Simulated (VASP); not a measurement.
Wanted: the native input for a VASP 6.6.1 run.

```
Task                   : single point
Functional             : PBEsol
Potentials or basis    : VASP PAW PBE potentials, release 64 (Ir, S)
Cutoff                 : 520 eV
k mesh                 : 10 × 10 × 10
Occupations            : gaussian, width 0.05 eV
Spin                   : no spin polarisation
Dipole correction      : no
Further INCAR settings : ALGO = Fast; EDIFF = 1e-07; NBANDS = 14
```

The structure of IrS lies in POSCAR:

```
IrS
1.0
    0.0000000000      2.5300000000      2.5300000000
    2.5300000000      0.0000000000      2.5300000000
    2.5300000000      2.5300000000      0.0000000000
Ir S
1 1
Direct
    0.5000000000      0.5000000000      0.5000000000
    0.0000000000      0.0000000000      0.0000000000
```

The cell comes from a database or a generator and needn't be the stable form of this composition.

These files were run (other wordings do the same):

INCAR

```
SYSTEM = IrS
ALGO = Fast ; EDIFF = 1E-7
ENCUT = 520 ; GGA = PS
ISIF = 2 ; ISMEAR = 0
LASPH = .True. ; LCHARG = .False.
LREAL = .False. ; LWAVE = .False.
NBANDS = 14 ; NELM = 100
PREC = Accurate ; SIGMA = 0.05
```

KPOINTS

```
k-points
0
Gamma
  10 10 10
  0 0 0
```

Potentials or basis: VASP PAW PBE potentials, release 64 (Ir, S).

Launch:

```sh
$ cat potpaw_PBE.64/Ir/POTCAR potpaw_PBE.64/S/POTCAR > POTCAR
$ mpirun -np 1 vasp_std > vasp.out
```

It gave:

| Property | Result |
| --- | --- |
| Pressure | -17.1 GPa |
| Band gap on the k mesh | none (metal or under the smearing width) |

Caveat: so large a pressure means that the cell lies far from this level's equilibrium, or that cutoff or potentials fall short; the potentials were made for another functional, which shifts forces and pressure.

It took 19 s on 1 thread of Intel(R) Xeon(R) Platinum 8559C (Emerald Rapids), with other jobs on the host, peak memory 0.16 GiB.
